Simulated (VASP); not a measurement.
Given:

```yaml
crystal:
  lattice:
    - [0.00000, 3.08251, 3.08251]
    - [3.08251, 0.00000, 3.08251]
    - [3.08251, 3.08251, 0.00000]
  atoms:
    - { symbol: Os, position: [0.00000, 0.00000, 0.00000] }
    - { symbol: Ge, position: [0.25000, 0.25000, 0.25000] }
    - { symbol: Ge, position: [0.75000, 0.75000, 0.75000] }
```

Method: PBE GGA, VASP's PBE PAW potentials (set 64) (plane waves; VASP). Run with 520 eV cut-off, 8×8×8 Γ-centred mesh, first-order Methfessel-Paxton smearing of 0.10 eV, potentials Os Ge.

Give the stress tensor in GPa (positive for a compressed cell).

```
-10.49    0.00    0.00
  0.00  -10.49    0.00
  0.00    0.00  -10.49
```
The pressure is its mean diagonal, -10.49 GPa.

The structure was generated: Ge2Os was put into the fluorite type (Fm-3m), which need not be its known phase. The cell was not relaxed at this level. The run is one of a series of settings (ENCUT = 520, POTCAR Os Ge (PBE.64 set) against the base run), some of them coarse on purpose.
